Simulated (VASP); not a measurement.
TlBr (CsCl type), at 1.04 of the tabulated volume:

```yaml
crystal:
  lattice:
    - [4.04251, 0.00000, 0.00000]
    - [0.00000, 4.04251, 0.00000]
    - [0.00000, 0.00000, 4.04251]
  atoms:
    - { symbol: Tl, position: [0.00000, 0.00000, 0.00000] }
    - { symbol: Br, position: [0.50000, 0.50000, 0.50000] }
```

The lowest empty band near R, direction [100], from PBE with spin-orbit coupling in VASP (PAW); its two spin partners are averaged. The gap over the points computed is 1.54 eV, and the next band on that side lies 1.08 eV away at the edge.

Numerical set-up: 400 eV cut-off, 7×7×7 Γ-centred mesh, Gaussian smearing of 0.050 eV, potentials Tl_d Br.

```json
[
 {"distance from the edge in k (1/Å)": "0.018", "distance in energy (meV)": "3.9"},
 {"distance from the edge in k (1/Å)": "0.025", "distance in energy (meV)": "7.5"},
 {"distance from the edge in k (1/Å)": "0.035", "distance in energy (meV)": "14.6"},
 {"distance from the edge in k (1/Å)": "0.050", "distance in energy (meV)": "29.7"},
 {"distance from the edge in k (1/Å)": "0.070", "distance in energy (meV)": "57.7"}
]
```

### Question
Fit E(1 + αE) = ħ²k²/2m* (ħ²/2m0 = 3.810 eV Å²) and predict the row at 0.095 1/Å.

### Answer
Least squares on the energies gives the electron mass m* = 0.318 m0 and α = 0.32 per eV, and so 104.7 meV. The run gave 105.2 meV, +0.5 meV from the fit.

Left out are points under 3 meV from the edge, since the levels carry 0.1 meV, and points farther than half the way to the next band.

The compound is TlBr in the CsCl type structure. The cell was not relaxed at this level.
